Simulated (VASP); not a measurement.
# A first-principles U for Zn3Co, part 2 of 3

What U does Zn3Co call for? The start is a computed cell from the Materials Project.

VASP 6.6.1, plane waves and PAW; the level of theory is named at each step.

Still holding for the runs below: The k-mesh is coarse for a metal.

So far. Step 3 (Shifted potential, frozen density, alpha -0.2): Energy at zero smearing: -26.76810 eV.

## 4. Shifted potential, relaxed density, alpha -0.2

Level of this step: LDA, with a shift of one shell's potential, spin-polarised from a ferromagnetic start; plane waves and PAW (Co, Co, Zn) (VASP).

With self-consistency the other electrons screen the shift.

The input, INCAR:

```
SYSTEM = Zn3Co
PREC = Normal
ENCUT = 350
EDIFF = 1E-06
NELM = 150
ISMEAR = 1
SIGMA = 0.05
LREAL = .FALSE.
ALGO = Normal
GGA = CA
NBANDS = 54
ISPIN = 2
MAGMOM = 2 2 0 0 0 0 0 0
LASPH = .TRUE.
LMAXMIX = 4
LORBIT = 11
LWAVE = .FALSE.
LCHARG = .FALSE.
KPAR = 2
AMIX = 0.2
BMIX = 1E-04
AMIX_MAG = 0.8
BMIX_MAG = 1E-04
LDAU = .TRUE.
LDAUTYPE = 3
LDAUL = 2 -1 -1
LDAUU = -0.2 0 0
LDAUJ = -0.2 0 0
```

The input, POSCAR:

```
Zn3Co
1.0
    5.2323674750      0.0000000000      0.0000000000
   -2.6161837375      4.5313631553      0.0000000000
    0.0000000000      0.0000000000      4.2000468900
Co Co Zn
1 1 6
Direct
    0.3333333333      0.6666666667      0.7500000000
    0.6666666667      0.3333333333      0.2500000000
    0.1709387450      0.3418774900      0.2500000000
    0.1709387450      0.8290612550      0.2500000000
    0.6581225100      0.8290612550      0.2500000000
    0.8290612550      0.6581225100      0.7500000000
    0.8290612550      0.1709387450      0.7500000000
    0.3418774900      0.1709387450      0.7500000000
```

The input, KPOINTS:

```
Automatic mesh
0
Gamma
4 4 4
0 0 0
```

Potentials, in the order of the species: Co, Co and Zn (LDA family, release 64).

Started as:

```console
> mpirun -np 2 vasp_std
```

Output:

```text
[banner, memory and clock lines left out]
running    2 mpi-ranks, on    1 nodes
 distrk:  each k-point on    1 cores,    2 groups
 distr:  one band on    1 cores,    1 groups

 POSCAR found type information on POSCAR CoCoZn
 POSCAR found :  3 types and       8 ions
 LDA part: xc-table for (Slater(with rela. corr.)+CA(PZ))
 , standard interpolation
 found WAVECAR, reading the header
 POSCAR, INCAR and KPOINTS ok, starting setup
 FFT: planning ... GRIDC
 FFT: planning ... GRID_SOFT
 FFT: planning ... GRID
 reading WAVECAR
 the WAVECAR file was read successfully
 initial charge from wavefunction
 entering main loop
       N       E                     dE             d eps       ncg     rms          rms(c)
DAV:   1    -0.267686078705E+02   -0.26769E+02   -0.10484E-01  4228   0.149E+00    0.189E+00
DAV:   2    -0.272220595140E+02   -0.45345E+00   -0.40934E+00  3420   0.115E+01    0.887E+00
DAV:   3    -0.267544857608E+02    0.46757E+00   -0.23192E+00  3412   0.930E+00    0.869E-01
DAV:   4    -0.267489683655E+02    0.55174E-02   -0.45185E-02  3084   0.144E+00    0.121E-01
DAV:   5    -0.267491456189E+02   -0.17725E-03   -0.26342E-03  2854   0.271E-01    0.836E-02
DAV:   6    -0.267491242967E+02    0.21322E-04   -0.79263E-05  2984   0.823E-02    0.615E-02
DAV:   7    -0.267491046752E+02    0.19621E-04   -0.10607E-04  3046   0.795E-02    0.151E-02
DAV:   8    -0.267491051205E+02   -0.44529E-06   -0.11239E-05  2648   0.358E-02    0.890E-03
DAV:   9    -0.267491048973E+02    0.22320E-06   -0.14713E-06  1302   0.122E-02
   1 F= -.26749105E+02 E0= -.26748914E+02  d E =-.571446E-03  mag=     0.0832
```

Wall time 24 s (2 MPI ranks of AMD EPYC 7R43, shared host); peak memory 0.28 GiB; 45 s of CPU time.

OUTCAR, selected parts (step 4):

```text
 Found     12 irreducible k-points:

   NELECT =      90.0000    total number of electrons

 E-fermi :   4.9939

 spin component 1
 k-point     1 :       0.0000    0.0000    0.0000
  band No.  band energies     occupation
    ...
     41       3.9638      1.00000
     42       3.9638      1.00000
     43       4.5211      1.00000
     44       4.5212      1.00000
     45       4.8412      1.00007
     46       5.2036     -0.00000
     47       5.3659     -0.00000
     48       5.3659     -0.00000
     49       6.9561      0.00000
     50      10.4306      0.00000
    ...

 k-point     2 :       0.2500    0.0000    0.0000
  band No.  band energies     occupation
    ...
     41       4.1476      1.00000
     42       4.1668      1.00000
     43       4.2256      1.00000
     44       4.6158      1.00000
     45       4.7305      1.00000
     46       6.0882      0.00000
     47       6.4231      0.00000
     48       6.7916      0.00000
     49       7.7133      0.00000
     50       8.6329      0.00000
    ...

 k-point     3 :       0.5000    0.0000    0.0000
  band No.  band energies     occupation
    ...
     40       3.8142      1.00000
     41       3.8150      1.00000
     42       4.1654      1.00000
     43       4.2513      1.00000
     44       4.8087      1.00000
     45       5.9206     -0.00000
     46       6.6025      0.00000
     47       6.6769      0.00000
     48       8.1184      0.00000
     49       8.5465      0.00000
    ...

 k-point     4 :       0.2500    0.2500    0.0000
  band No.  band energies     occupation
    ...
     39       3.5450      1.00000
     40       3.6775      1.00000
     41       3.9700      1.00000
     42       4.0869      1.00000
     43       4.2824      1.00000
     44       5.4650     -0.00000
     45       5.7159     -0.00000
     46       5.9605     -0.00000
     47       6.6734      0.00000
     48       7.7375      0.00000
    ...

  Total       -4.2365309     -4.2365309     -5.1629614      0.0000000     -0.0000000      0.0000000
  in kB      -68.1615898    -68.1615898    -83.0669410      0.0000000     -0.0000000      0.0000000
  external PRESSURE =     -73.1300402 kB  Pullay stress =       0.0000000 kB

 POSITION                                       TOTAL-FORCE (eV/Angst)
 -----------------------------------------------------------------------------------
     -0.00000      3.02091      3.15004         0.000000     -0.000000      0.000000
      2.61618      1.51045      1.05001         0.000000     -0.000000      0.000000
      0.00000      1.54917      1.05001        -0.000000      0.044951     -0.000000
     -1.27456      3.75678      1.05001         0.038928     -0.022475      0.000000
      1.27456      3.75678      1.05001        -0.038928     -0.022475      0.000000
      2.61618      2.98219      3.15004        -0.000000     -0.058115     -0.000000
      3.89075      0.77459      3.15004        -0.050329      0.029058      0.000000
      1.34162      0.77459      3.15004         0.050329      0.029058      0.000000
 -----------------------------------------------------------------------------------
    total drift:                                0.000000     -0.000000     -0.000000

  FREE ENERGIE OF THE ION-ELECTRON SYSTEM (eV)
  ---------------------------------------------------
  free  energy   TOTEN  =       -26.7491048973 eV

  energy  without entropy=      -26.7485334511  energy(sigma->0) =      -26.74891442

 total charge
# of ion       s       p       d       tot
------------------------------------------
    1        0.383   0.380   7.448   8.210
    2        0.379   0.375   7.482   8.236
    3        0.609   0.579   9.734  10.923
    4        0.609   0.579   9.734  10.923
    5        0.609   0.579   9.734  10.923
    6        0.609   0.579   9.734  10.922
    7        0.609   0.579   9.734  10.922
    8        0.609   0.579   9.734  10.922
--------------------------------------------------
tot          4.417   4.230  73.335  81.981

 magnetization (x)
# of ion       s       p       d       tot
------------------------------------------
    1        0.000   0.000   0.052   0.053
    2        0.000   0.001   0.031   0.033
    3       -0.000  -0.000  -0.000  -0.000
    4       -0.000  -0.000  -0.000  -0.000
    5       -0.000  -0.000  -0.000  -0.000
    6       -0.000  -0.000  -0.000  -0.001
    7       -0.000  -0.000  -0.000  -0.001
    8       -0.000  -0.000  -0.000  -0.001
--------------------------------------------------
tot         -0.001   0.000   0.083   0.082

[... 9 parts as in an earlier step ...]

[... 9 further parts left out ...]
```

Numbers from this step:

| Property | Result |
| --- | --- |
| electronic cycles | 9 |
| free energy (TOTEN) | -26.75 eV |
| energy at zero smearing | -26.75 eV |
| Fermi energy | 4.994 eV |
| moment of the cell, from the last line of the log | 0.0832 μB |

Force by atom:

| atom | x (eV/Å) | y (eV/Å) | z (eV/Å) | size |
| --- | --- | --- | --- | --- |
| Co1 | 0.0000 | 0.0000 | 0.0000 | 0.0000 |
| Co2 | 0.0000 | 0.0000 | 0.0000 | 0.0000 |
| Zn3 | 0.0000 | 0.0450 | 0.0000 | 0.0450 |
| Zn4 | 0.0389 | -0.0225 | 0.0000 | 0.0450 |
| Zn5 | -0.0389 | -0.0225 | 0.0000 | 0.0450 |
| Zn6 | 0.0000 | -0.0581 | 0.0000 | 0.0581 |
| Zn7 | -0.0503 | 0.0291 | 0.0000 | 0.0581 |
| Zn8 | 0.0503 | 0.0291 | 0.0000 | 0.0581 |

Energy at zero smearing: -26.74891 eV.

The run ends at a pressure of -7.31 GPa, with forces up to 0.058 eV/Å.

## 5. Shifted potential, frozen density, alpha -0.1

INCAR, as its differences from that of step 4:

```diff
@@ -26,3 +26,4 @@
 LDAUL = 2 -1 -1
-LDAUU = -0.2 0 0
-LDAUJ = -0.2 0 0
+LDAUU = -0.1 0 0
+LDAUJ = -0.1 0 0
+ICHARG = 11
```

POSCAR is that of step 4.

KPOINTS is that of step 4.

The run starts from files that an earlier step left in the folder.

Started as:

```console
> mpirun -np 2 vasp_std
```

Output:

```text
[... set-up lines as in an earlier step ...]
 entering main loop
       N       E                     dE             d eps       ncg     rms          rms(c)
DAV:   1    -0.275021694266E+02   -0.27502E+02   -0.26026E-02  4196   0.741E-01
DAV:   2    -0.275022865457E+02   -0.11712E-03   -0.11712E-03  2610   0.162E-01
DAV:   3    -0.275022868324E+02   -0.28671E-06   -0.28636E-06  2188   0.752E-03
   1 F= -.27502287E+02 E0= -.27502097E+02  d E =-.568563E-03  mag=     0.0721
```

Elapsed: 9 s, on 2 MPI ranks; peak memory 0.26 GiB; 16 s of CPU time.

OUTCAR, selected parts (step 5):

```text
   NELECT =      90.0000    total number of electrons

 E-fermi :   5.0145

 spin component 1
 k-point     1 :       0.0000    0.0000    0.0000
  band No.  band energies     occupation
    ...
     41       3.9991      1.00000
     42       3.9991      1.00000
     43       4.5415      1.00000
     44       4.5415      1.00000
     45       4.8596      1.00005
     46       5.2129     -0.00000
     47       5.3870     -0.00000
     48       5.3870     -0.00000
     49       6.9674      0.00000
     50      10.4274      0.00000
    ...

 k-point     2 :       0.2500    0.0000    0.0000
  band No.  band energies     occupation
    ...
     41       4.1703      1.00000
     42       4.1919      1.00000
     43       4.2471      1.00000
     44       4.6336      1.00000
     45       4.7517      1.00000
     46       6.0927      0.00000
     47       6.4357      0.00000
     48       6.7968      0.00000
     49       7.7226      0.00000
     50       8.6352      0.00000
    ...

  Total       -6.6097946     -6.6097946     -7.5274607      0.0000000     -0.0000000      0.0000000
  in kB     -106.3450547   -106.3450547   -121.1093951      0.0000000     -0.0000000      0.0000000
  external PRESSURE =    -111.2665015 kB  Pullay stress =       0.0000000 kB

 POSITION                                       TOTAL-FORCE (eV/Angst)
 -----------------------------------------------------------------------------------
     -0.00000      3.02091      3.15004         0.000000     -0.000000     -0.000000
      2.61618      1.51045      1.05001         0.000000     -0.000000     -0.000000
      0.00000      1.54917      1.05001         0.000000      0.037185      0.000000
     -1.27456      3.75678      1.05001         0.032203     -0.018593     -0.000000
      1.27456      3.75678      1.05001        -0.032203     -0.018593     -0.000000
      2.61618      2.98219      3.15004         0.000000     -0.060465     -0.000000
      3.89075      0.77459      3.15004        -0.052364      0.030232     -0.000000
      1.34162      0.77459      3.15004         0.052364      0.030232      0.000000
 -----------------------------------------------------------------------------------
    total drift:                                0.000007     -0.000004     -0.000000

  FREE ENERGIE OF THE ION-ELECTRON SYSTEM (eV)
  ---------------------------------------------------
  free  energy   TOTEN  =       -27.5022868324 eV

  energy  without entropy=      -27.5017182698  energy(sigma->0) =      -27.50209731

 magnetization (x)
# of ion       s       p       d       tot
------------------------------------------
    1        0.000   0.000   0.043   0.043
    2        0.000   0.001   0.029   0.031
    3       -0.000  -0.000   0.000  -0.000
    4       -0.000  -0.000   0.000  -0.000
    5       -0.000  -0.000   0.000  -0.000
    6       -0.000  -0.000  -0.000  -0.001
    7       -0.000  -0.000  -0.000  -0.001
    8       -0.000  -0.000  -0.000  -0.001
--------------------------------------------------
tot         -0.001   0.000   0.072   0.071

[... 10 parts as in an earlier step ...]

[... 12 further parts left out ...]
```

This step gave:

```
electronic cycles                                 : 3
free energy (TOTEN)                               : -27.50 eV
energy at zero smearing                           : -27.50 eV
Fermi energy                                      : 5.014 eV
moment of the cell, from the last line of the log : 0.0721 μB
```

Energy at zero smearing: -27.50210 eV.

## 6. Shifted potential, relaxed density, alpha -0.1

INCAR, as its differences from that of step 5:

```diff
@@ -28,2 +28 @@
 LDAUJ = -0.1 0 0
-ICHARG = 11
```

POSCAR is that of step 5.

KPOINTS is that of step 5.

Started as:

```console
> mpirun -np 2 vasp_std
```

Output:

```text
[... set-up lines as in an earlier step ...]
 entering main loop
       N       E                     dE             d eps       ncg     rms          rms(c)
DAV:   1    -0.275023513709E+02   -0.27502E+02   -0.25979E-02  4244   0.758E-01    0.871E-01
DAV:   2    -0.275956198404E+02   -0.93268E-01   -0.77850E-01  3428   0.531E+00    0.462E+00
DAV:   3    -0.274988033135E+02    0.96817E-01   -0.60477E-01  3364   0.457E+00    0.423E-01
DAV:   4    -0.274975924070E+02    0.12109E-02   -0.87369E-03  3072   0.648E-01    0.114E-01
DAV:   5    -0.274975814845E+02    0.10923E-04   -0.61407E-04  2900   0.133E-01    0.499E-02
DAV:   6    -0.274975717726E+02    0.97119E-05   -0.37131E-05  2768   0.319E-02    0.293E-02
DAV:   7    -0.274975672670E+02    0.45056E-05   -0.13660E-05  2540   0.251E-02    0.917E-03
DAV:   8    -0.274975676408E+02   -0.37373E-06   -0.34806E-06  1764   0.203E-02
   1 F= -.27497568E+02 E0= -.27497333E+02  d E =-.703455E-03  mag=     0.0810
```

Elapsed: 17 s, on 2 MPI ranks; peak memory 0.27 GiB.

From OUTCAR (step 6):

```text
   NELECT =      90.0000    total number of electrons

 E-fermi :   4.9841

 spin component 1
 k-point     1 :       0.0000    0.0000    0.0000
  band No.  band energies     occupation
    ...
     41       3.9516      1.00000
     42       3.9516      1.00000
     43       4.5115      1.00000
     44       4.5115      1.00000
     45       4.8309      1.00007
     46       5.2037     -0.00000
     47       5.3576     -0.00000
     48       5.3576     -0.00000
     49       6.9488      0.00000
     50      10.4257      0.00000
    ...

 k-point     2 :       0.2500    0.0000    0.0000
  band No.  band energies     occupation
    ...
     41       4.1365      1.00000
     42       4.1546      1.00000
     43       4.2144      1.00000
     44       4.6076      1.00000
     45       4.7216      1.00000
     46       6.0866      0.00000
     47       6.4184      0.00000
     48       6.7857      0.00000
     49       7.7090      0.00000
     50       8.6295      0.00000
    ...

  Total       -4.2831305     -4.2831305     -5.2185024      0.0000000     -0.0000000      0.0000000
  in kB      -68.9113323    -68.9113323    -83.9605400      0.0000000     -0.0000000      0.0000000
  external PRESSURE =     -73.9277348 kB  Pullay stress =       0.0000000 kB

 POSITION                                       TOTAL-FORCE (eV/Angst)
 -----------------------------------------------------------------------------------
     -0.00000      3.02091      3.15004         0.000000      0.000000     -0.000000
      2.61618      1.51045      1.05001         0.000000      0.000000     -0.000000
      0.00000      1.54917      1.05001         0.000000      0.052312      0.000000
     -1.27456      3.75678      1.05001         0.045304     -0.026156     -0.000000
      1.27456      3.75678      1.05001        -0.045304     -0.026156     -0.000000
      2.61618      2.98219      3.15004         0.000000     -0.058598      0.000000
      3.89075      0.77459      3.15004        -0.050748      0.029299     -0.000000
      1.34162      0.77459      3.15004         0.050748      0.029299     -0.000000
 -----------------------------------------------------------------------------------
    total drift:                                0.000000     -0.000000     -0.000000

  FREE ENERGIE OF THE ION-ELECTRON SYSTEM (eV)
  ---------------------------------------------------
  free  energy   TOTEN  =       -27.4975676408 eV

  energy  without entropy=      -27.4968641853  energy(sigma->0) =      -27.49733316

 magnetization (x)
# of ion       s       p       d       tot
------------------------------------------
    1        0.000   0.001   0.046   0.047
    2        0.000   0.001   0.035   0.036
    3       -0.000  -0.000  -0.000  -0.000
    4       -0.000  -0.000  -0.000  -0.000
    5       -0.000  -0.000  -0.000  -0.000
    6       -0.000  -0.000  -0.000  -0.001
    7       -0.000  -0.000  -0.000  -0.001
    8       -0.000  -0.000  -0.000  -0.001
--------------------------------------------------
tot         -0.001   0.001   0.081   0.080

[... 9 parts as in an earlier step ...]

[... 13 further parts left out ...]
```

Numbers from this step:

```
electronic cycles                                 : 8
Fermi energy                                      : 4.984 eV
moment of the cell, from the last line of the log : 0.081 μB
```

Force by atom:

```csv
atom,x (eV/Å),y (eV/Å),z (eV/Å),size
Co1,0.0000,0.0000,0.0000,0.0000
Co2,0.0000,0.0000,0.0000,0.0000
Zn3,0.0000,0.0523,0.0000,0.0523
Zn4,0.0453,-0.0262,0.0000,0.0523
Zn5,-0.0453,-0.0262,0.0000,0.0523
Zn6,0.0000,-0.0586,0.0000,0.0586
Zn7,-0.0507,0.0293,0.0000,0.0586
Zn8,0.0507,0.0293,0.0000,0.0586
```

Energy at zero smearing: -27.49733 eV.

The run ends at a pressure of -7.39 GPa, with forces up to 0.059 eV/Å.

## 7. Shifted potential, frozen density, alpha 0.1

INCAR, as its differences from that of step 6:

```diff
@@ -26,3 +26,4 @@
 LDAUL = 2 -1 -1
-LDAUU = -0.1 0 0
-LDAUJ = -0.1 0 0
+LDAUU = 0.1 0 0
+LDAUJ = 0.1 0 0
+ICHARG = 11
```

POSCAR is that of step 6.

KPOINTS is that of step 6.

The WAVECAR or CHGCAR of an earlier step is read.

Started as:

```console
> mpirun -np 2 vasp_std
```

Output:

```text
[... set-up lines as in an earlier step ...]
 entering main loop
       N       E                     dE             d eps       ncg     rms          rms(c)
DAV:   1    -0.290039689839E+02   -0.29004E+02   -0.25380E-02  4212   0.737E-01
DAV:   2    -0.290040879713E+02   -0.11899E-03   -0.11899E-03  2628   0.162E-01
DAV:   3    -0.290040882518E+02   -0.28056E-06   -0.28024E-06  2174   0.735E-03
   1 F= -.29004088E+02 E0= -.29003908E+02  d E =-.540204E-03  mag=     0.0721
```

Wall time 8.4 s (2 MPI ranks); peak memory 0.26 GiB.

Parts of OUTCAR (step 7):

```text
  Total       -2.0607945     -2.0607945     -2.9673670      0.0000000     -0.0000000      0.0000000
  in kB      -33.1561441    -33.1561441    -47.7419983      0.0000000     -0.0000000      0.0000000
  external PRESSURE =     -38.0180955 kB  Pullay stress =       0.0000000 kB

 POSITION                                       TOTAL-FORCE (eV/Angst)
 -----------------------------------------------------------------------------------
     -0.00000      3.02091      3.15004        -0.000000      0.000000     -0.000000
      2.61618      1.51045      1.05001        -0.000000      0.000000     -0.000000
      0.00000      1.54917      1.05001        -0.000000      0.079231      0.000000
     -1.27456      3.75678      1.05001         0.068616     -0.039616     -0.000000
      1.27456      3.75678      1.05001        -0.068616     -0.039616     -0.000000
      2.61618      2.98219      3.15004        -0.000000     -0.058272     -0.000000
      3.89075      0.77459      3.15004        -0.050465      0.029136     -0.000000
      1.34162      0.77459      3.15004         0.050465      0.029136      0.000000
 -----------------------------------------------------------------------------------
    total drift:                               -0.000006      0.000003     -0.000000

  FREE ENERGIE OF THE ION-ELECTRON SYSTEM (eV)
  ---------------------------------------------------
  free  energy   TOTEN  =       -29.0040882518 eV

  energy  without entropy=      -29.0035480482  energy(sigma->0) =      -29.00390818

 magnetization (x)
# of ion       s       p       d       tot
------------------------------------------
    1        0.000   0.001   0.028   0.030
    2        0.000   0.000   0.041   0.041
    3       -0.000  -0.000  -0.000  -0.001
    4       -0.000  -0.000  -0.000  -0.001
    5       -0.000  -0.000  -0.000  -0.001
    6       -0.000  -0.000   0.000  -0.000
    7       -0.000  -0.000   0.000  -0.000
    8       -0.000  -0.000   0.000  -0.000
--------------------------------------------------
tot         -0.001   0.001   0.069   0.068

[... 2 parts as in an earlier step ...]

[... 1 further part left out ...]
[key lines of the parts left out:]
E-fermi :   4.9425
```

Energy at zero smearing: -29.00391 eV.

(Continued in part 3 of 3.)

[Lines on the potential files, build, host, timing and source positions are cut from VASP's logs without a mark.]

[Logs are printed without paths, hosts, clocks, repeated set-up lines and the standing remarks that a program may print on its own settings, such as how far it seeks lower states.]

[Hosts, paths, dates, database ids (printed as entryN), source tags and the programs' standing remarks are cut or masked in the printed files.]

[In band tables of VASP the shares of atoms and orbitals are scaled to a sum of 1 inside the atoms' spheres.]

[Runs that stopped without an error message from VASP are left out.]
